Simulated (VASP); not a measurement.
Energy against volume of Mo (bcc). Method: PW91 GGA, VASP's PBE PAW potentials (set 64) (plane waves; VASP 6.6.1).

```csv
V (Å³/atom),E (eV/atom)
14.940,-10.84705
15.417,-10.88483
15.894,-10.89557
16.371,-10.88322
16.848,-10.85120
```

**Question.** Fit a third-order Birch-Murnaghan equation of state.

**Answer.** 
```yaml
volume_per_atom: 15.86 Å^3/atom
bulk_modulus: 260 GPa
pressure_derivative_of_the_bulk_modulus: 4.29
lattice_constant_a: 3.166 Å
```

Measured: bulk modulus 265 GPa at 0 K (computed value off by -1.8 %), as given by Vázquez-Parga, Fernández-Martínez, Viñes, J. Chem. Theory Comput. (2023), doi:10.1021/acs.jctc.3c00612, Supporting … [zero-point energy and finite temperature contributions removed]; a 3.141 Å at 0 K (computed value off by +0.8 %), as given by Daniel Mejia-Rodriguez et al., Physical Review B (2018), arXiv:1807.09216 [static lattice: zero-point anharmonic expansion removed].

The compound is Mo in the bcc structure. It was relaxed first.
